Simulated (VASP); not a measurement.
# Si3As (P6/mmm) in VASP: relaxation of cell and atoms with PBE

Aim: the relaxation of cell and atoms of Si3As with PBE.

Everything below comes from runs of VASP 6.6.1. Logs are shortened: lines on timing, memory, paths and dates and some standing lists are left out, and cuts for length are marked.

### 1 Starting point

It takes space group P6/mmm (No. 191, hexagonal). Conventional cell: a = 4.617 Å, b = 4.617 Å, c = 4.890 Å, α = 90.00°, β = 90.00°, γ = 120.00°. Si (site symmetry 6/mmm) has 2 As at 2.45 Å as nearest neighbours. Si (site symmetry -6m2) is surrounded by 3 As at 2.67 Å and 3 Si at 2.67 Å. As (site symmetry 6/mmm) is surrounded by 8 Si at 2.45 to 2.67 Å.

The cell was built by a generator and needn't be a form met in nature.

### 2 Relaxation of cell and atoms, PBE

INCAR reads:

```
ALGO = Normal
EDIFF = 1E-7
EDIFFG = -0.01
ENCUT = 600
GGA = PE
IBRION = 2
ISIF = 3
ISMEAR = 0
LASPH = True
LCHARG = False
LREAL = False
LWAVE = False
NELM = 80
NSW = 60
PREC = Accurate
SIGMA = 0.05
```

KPOINTS reads:

```
k-points
0
Gamma
  7 7 6
```

POSCAR reads:

```
Si3As
1.0
    4.6170800000      0.0000000000      0.0000000000
   -2.3085400000      3.9985100000      0.0000000000
    0.0000000000      0.0000000000      4.8901900000
Si As
3 1
Direct
    0.0000000000      0.0000000000      0.5000000000
    0.3333300000      0.6666700000      0.0000000000
    0.6666700000      0.3333300000      0.0000000000
    0.0000000000      0.0000000000      0.0000000000
```

Potentials or basis: VASP PAW PBE potentials, release 64 (Si, As).

On the command line:

```bash
> cat potpaw_PBE.64/Si/POTCAR potpaw_PBE.64/As/POTCAR > POTCAR
> mpirun -np 1 vasp_std > vasp.out
```

OUTCAR:

```text
EDIFF = 1E-7
   EDIFFG = -0.01
   ENCUT = 600
   GGA = PE
   IBRION = 2
   ISIF = 3
   ISMEAR = 0
   LASPH = True
   LREAL = False
   NELM = 80
   NSW = 60
   PREC = Accurate

 ion  position               nearest neighbor table
   1  0.000  0.000  0.500-   4 2.45   4 2.45
   2  0.333  0.667  0.000-   4 2.67   3 2.67   3 2.67   4 2.67   4 2.67   3 2.67
   3  0.667  0.333  0.000-   4 2.67   2 2.67   2 2.67   4 2.67   4 2.67   2 2.67
   4  0.000  0.000  0.000-   1 2.45   1 2.45   3 2.67   2 2.67   3 2.67   2 2.67   3 2.67   2 2.67

  LATTYP: Found a hexagonal cell.
 ALAT       =     4.6170800000
 C/A-ratio  =     1.0591521048

  Lattice vectors:

 A1 = (   4.6170800000,   0.0000000000,   0.0000000000)
 A2 = (  -2.3085400000,   3.9985100000,   0.0000000000)
 A3 = (   0.0000000000,   0.0000000000,   4.8901900000)

Analysis of symmetry for initial positions (statically):
=====================================================================
 Subroutine PRICEL returns:
 Original cell was already a primitive cell.

 Routine SETGRP: Setting up the symmetry group for a
 hexagonal supercell.

 Subroutine GETGRP returns: Found  8 space group operations
 (whereof  8 operations were pure point group operations)
 out of a pool of 24 trial point group operations.

The static configuration has the point symmetry D_2h.

Analysis of symmetry for dynamics (positions and initial velocities):
=====================================================================
 Subroutine PRICEL returns:
 Original cell was already a primitive cell.

 Routine SETGRP: Setting up the symmetry group for a
 hexagonal supercell.

 Subroutine GETGRP returns: Found  8 space group operations
 (whereof  8 operations were pure point group operations)
 out of a pool of 24 trial point group operations.

The dynamic configuration has the point symmetry D_2h.

 Subroutine INISYM returns: Found  8 space group operations
 (whereof  8 operations are pure point group operations),
 and found     1 'primitive' translations

----------------------------------------------------------------------------------------

                                     Primitive cell

  volume of cell :      90.2800

  direct lattice vectors                    reciprocal lattice vectors
     4.617080000  0.000000000  0.000000000     0.216587107  0.125046580  0.000000000
    -2.308540000  3.998510000  0.000000000     0.000000000  0.250093160  0.000000000
     0.000000000  0.000000000  4.890190000     0.000000000  0.000000000  0.204491032

  length of vectors
     4.617080000  4.617081237  4.890190000     0.250093227  0.250093160  0.204491032

  position of ions in fractional coordinates (direct lattice)
     0.000000000  0.000000000  0.500000000
     0.333330000  0.666670000  0.000000000
     0.666670000  0.333330000  0.000000000
     0.000000000  0.000000000  0.000000000

  ion indices of the primitive-cell ions
   primitive index   ion index
                 1           1
                 2           2
                 3           3
                 4           4

----------------------------------------------------------------------------------------

 KPOINTS: k-points

Automatic generation of k-mesh.
 Grid dimensions read from file:
 generate k-points for:    7    7    6

 Generating k-lattice:

  Cartesian coordinates                     Fractional coordinates (reciprocal lattice)
     0.030941015  0.017863797  0.000000000     0.142857143  0.000000000  0.000000000
     0.000000000  0.035727594  0.000000000     0.000000000  0.142857143  0.000000000
     0.000000000  0.000000000  0.034081839     0.000000000  0.000000000  0.166666667

  Length of vectors
     0.035727604  0.035727594  0.034081839

  Shift w.r.t. Gamma in fractional coordinates (k-lattice)
     0.000000000  0.000000000  0.000000000

 Subroutine IBZKPT returns following result:
 ===========================================

 Found     64 irreducible k-points:

 Following reciprocal coordinates:
            Coordinates               Weight
  0.000000  0.000000  0.000000      1.000000
  0.142857  0.000000  0.000000      4.000000
 -0.142857  0.142857  0.000000      2.000000
  0.285714  0.000000  0.000000      4.000000
 -0.285714  0.285714  0.000000      2.000000
  0.428571  0.000000  0.000000      4.000000
[... 16 lines left out ...]
 -0.428571  0.428571  0.166667      4.000000
  0.142857  0.142857  0.166667      4.000000
 [... further k-points ...]
   k-points           NKPTS =     64   k-points in BZ     NKDIM =     64   number of bands    NBANDS=     12
   number of dos      NEDOS =    301   number of ions     NIONS =      4
   total plane-waves  NPLWV =  64000
   dimension x,y,z NGX =    40 NGY =   40 NGZ =   40
   dimension x,y,z NGXF=    80 NGYF=   80 NGZF=   80
   ions per type =               3   1
   NGX,Y,Z   is equivalent  to a cutoff of  14.40, 14.40, 13.60 a.u.
   NGXF,Y,Z  is equivalent  to a cutoff of  28.81, 28.81, 27.20 a.u.
 SYSTEM =  unknown system
   PREC   = accura    normal or accurate (medium, high low for compatibility)
   ISTART =      0    job   : 0-new  1-cont  2-samecut
   ICHARG =      2    charge: 1-file 2-atom 10-const
   ISPIN  =      1    spin polarized calculation?
   LNONCOLLINEAR =      F non collinear calculations
   LSORBIT =      F    spin-orbit coupling
   LASPH  =      T    aspherical Exc in radial PAW
   ENCUT  =  600.0 eV  44.10 Ry    6.64 a.u.   9.22  9.22  9.77*2*pi/ulx,y,z
   NELM   =     80;   NELMIN=  2; NELMDL= -5     # of ELM steps
   EDIFF  = 0.1E-06   stopping-criterion for ELM
   LREAL  =      F    real-space projection
   EDIFFG = -.1E-01   stopping-criterion for IOM
   NSW    =     60    number of steps for IOM
   IBRION =      2    ionic relax: 0-MD 1-quasi-New 2-CG
   NFREE  =      1    steps in history (QN), initial steepest desc. (CG)
   ISIF   =      3    stress and relaxation
   ISYM   =      2    0-nonsym 1-usesym 2-fastsym
   POTIM  = 0.5000    time-step for ionic-motion
   TEBEG  =    0.0;   TEEND  =   0.0 temperature during run
   PSTRESS=    0.0 pullay stress
   NELECT =      17.0000    total number of electrons
   NUPDOWN=      -1.0000    fix difference up-down
   EMIN   =  10.00;   EMAX   =-10.00  energy-range for DOS
   EFERMI =   0.00;   METHOD = LEGACY
   ISMEAR =     0;   SIGMA  =   0.05  broadening in eV -4-tet -1-fermi 0-gaus
   EFERMI_NEDOS =   21; number of points for ismear=-14 and -15
   IALGO  =     38    algorithm
   IMIX   =      4    mixing-type and parameters
     AMIX     =   0.40;   BMIX     =  1.00
     AMIX_MAG =   1.60;   BMIX_MAG =  1.00
  volume/ion in A,a.u.               =      22.57       152.31
  Fermi-wavevector in a.u.,A,eV,Ry     =   0.938341  1.773207 11.979710  0.880484
  Thomas-Fermi vector in A             =   2.065543
   LORBIT       =      0    0 simple, 1 ext, 2 COOP (PROOUT), +10 PAW based schemes
   GGA     = PE    functional components
   LHFCALC =     F    Hartree Fock is set to
   AEXX    =    0.0000 exact exchange contribution
   IVDW    =     0    specifies the selected vdW correction
   LEPSILON=     F    determine dielectric tensor
   LRPA    =     F    only Hartree local field effects (RPA)
 conjugate gradient relaxation of ions
 non-spin polarized calculation
 Gauss-broadening in eV      SIGMA  =   0.05
  energy-cutoff  :      600.00
  volume of cell :       90.28
 maximum number of plane-waves:      3061
 NGX is ok and might be reduce to    40
   NGX = 19   NGY = 19   NGZ = 19

--------------------------------------- Ionic step        1  -------------------------------------------

 number of electron      16.9999999 magnetization

 Free energy of the ion-electron system (eV)
  ---------------------------------------------------
  ext. energy  EPLUGINS =         0.00000000
  ---------------------------------------------------
  free energy    TOTEN  =       -16.56835441 eV

  energy without entropy =      -16.56402124  energy(sigma->0) =      -16.56618783

------------------------ aborting loop because EDIFF is reached ----------------------------------------

  FORCE on cell =-STRESS in cart. coord.  units (eV):
  Direction    XX          YY          ZZ          XY          YZ          ZX
  --------------------------------------------------------------------------------------
  -------------------------------------------------------------------------------------
  Total       -0.5587615     -0.5592068      1.8626974     -0.0003853      0.0000000      0.0000000
  in kB       -9.9162102     -9.9241138     33.0568573     -0.0068385      0.0000000      0.0000000
  external PRESSURE =       4.4055111 kB  Pullay stress =       0.0000000 kB
[... 61 lines left out ...]
  energy  without entropy=      -16.5849581934  energy(sigma->0) =      -16.58736842

--------------------------------------- Ionic step        3  -------------------------------------------

 number of electron      17.0000000 magnetization

 Free energy of the ion-electron system (eV)
  ---------------------------------------------------
  ext. energy  EPLUGINS =         0.00000000
  ---------------------------------------------------
  free energy    TOTEN  =       -16.58993262 eV

  energy without entropy =      -16.58513795  energy(sigma->0) =      -16.58753528

 E-fermi :   4.9058     XC(G=0):  -9.2279

 val. band max:        4.8565084785   @ k =   0.2857   0.0000   0.5000
 cond. band min:       4.9105085340   @ k =   0.2857   0.2857   0.0000
 fundamental gap:      0.0540000555
 Fermi energy:         4.9058089074

 k-point     1 :       0.0000    0.0000    0.0000
  band No.  band energies     occupation
      1      -8.9797      2.00000
      2      -1.7967      2.00000
      3      -0.7734      2.00000
      4      -0.3016      2.00000
      5       0.5620      2.00000
      6       0.5622      2.00000
      7       2.0941      2.00000
      8       2.1429      2.00000
      9       2.1431      2.00000
     10       5.5090      0.00000
     11       6.8767      0.00000
     12       6.8767      0.00000
[... 331 lines left out ...]
 k-point    24 :       0.1429    0.1429    0.1667
  band No.  band energies     occupation
      1      -8.5075      2.00000
      2      -3.2752      2.00000
      3      -2.0564      2.00000
      4      -1.4834      2.00000
      5       1.1179      2.00000
      6       1.7257      2.00000
      7       1.7794      2.00000
      8       3.8877      2.00000
      9       4.9825      0.03015
     10       5.5802      0.00000
     11       6.1989      0.00000
     12       6.4425      0.00000

 [... further k-points ...]

------------------------ aborting loop because EDIFF is reached ----------------------------------------

  FORCE on cell =-STRESS in cart. coord.  units (eV):
  Direction    XX          YY          ZZ          XY          YZ          ZX
  --------------------------------------------------------------------------------------
  -------------------------------------------------------------------------------------
  Total       -0.0030788     -0.0027213      0.0037746      0.0003096      0.0000000      0.0000000
  in kB       -0.0542044     -0.0479105      0.0664547      0.0054507      0.0000000      0.0000000
  external PRESSURE =      -0.0118868 kB  Pullay stress =       0.0000000 kB
[... 19 lines left out ...]
  FREE ENERGIE OF THE ION-ELECTRON SYSTEM (eV)
  ---------------------------------------------------
  free  energy   TOTEN  =       -16.5899326162 eV

  energy  without entropy=      -16.5851379533  energy(sigma->0) =      -16.58753528

 reached required accuracy - stopping structural energy minimisation
```

It took 2.2 min on 1 thread of Intel Xeon Platinum 8488C (Sapphire Rapids), shared host; peak memory 0.3 GiB.

Results:

| Property | Result |
| --- | --- |
| Free energy | -16.5899 eV |
| Relaxed volume | 22.75 Å³/atom |
| Relaxed cell | a = 4.589 Å, b = 4.589 Å, c = 4.991 Å, α = 90.00°, β = 90.00°, γ = 120.00° |
| Space group after relaxing (to 0.05 Å) | P6/mmm (No. 191) |
| Energy gained by relaxing | 5.4 meV/atom |
| Ionic steps | 3 |
| Pressure after relaxing | 0.0 GPa |
| Band gap on the k mesh | none (metal or under the smearing width) |

Step by step:
```tsv
step	energy change (eV)	largest force (eV/Å)	pressure (GPa)	volume (Å³)
1	0.0000	0.0000	0.44	90.28
2	-0.0214	0.0001	-0.02	91.07
3	-0.0216	0.0001	0.00	91.00
```

Final structure:
```xyz
4
Lattice="4.5886 0.0000 0.0000 -2.2943 3.9738 0.0000 0.0000 0.0000 4.9909" Properties=species:S:1:pos:R:3 pbc="T T T"
Si   -2.2943    3.9738    2.4954
Si    0.0000    2.6492    0.0000
Si    2.2943    1.3246    0.0000
As   -2.2943    3.9738    0.0000
```

### 3 For comparison

An earlier run on the cell as given: functional PBE; potentials or basis VASP PAW PBE potentials, release 64 (Si, As); cutoff 520 eV; k mesh 7 × 7 × 6; occupations fermi-dirac, width 0.05 eV; no spin polarisation.

- Pressure: 0.4 GPa
- Band gap on the k mesh: none (metal or under the smearing width)
